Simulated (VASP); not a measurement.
Energy against volume of MgO (rock salt). These are optB88-vdW, VASP's PBE PAW potentials (set 64) (plane waves; VASP) values and carry that method's errors. Settings: 520 eV cut-off, 11×11×11 Γ-centred mesh, Gaussian smearing of 0.050 eV, potentials Mg O.

| V (Å³/atom) | E (eV/atom) |
|---|---|
| 9.131 | -4.59161 |
| 9.413 | -4.59641 |
| 9.696 | -4.59272 |
| 9.978 | -4.58173 |

Question: Fit these four points and predict the energy of the run at 8.849 Å³/atom.

Answer: A cubic in V^(−2/3), the third-order Birch-Murnaghan form, passes through the four points with V0 = 9.43 Å³/atom and B0 = 159 GPa, and gives -4.5770 eV/atom there. The run gave -4.5768 eV/atom, +0.1 meV/atom from the fit; all five points give B0 = 160 GPa.

The compound is MgO in the rock salt structure. It was relaxed first.
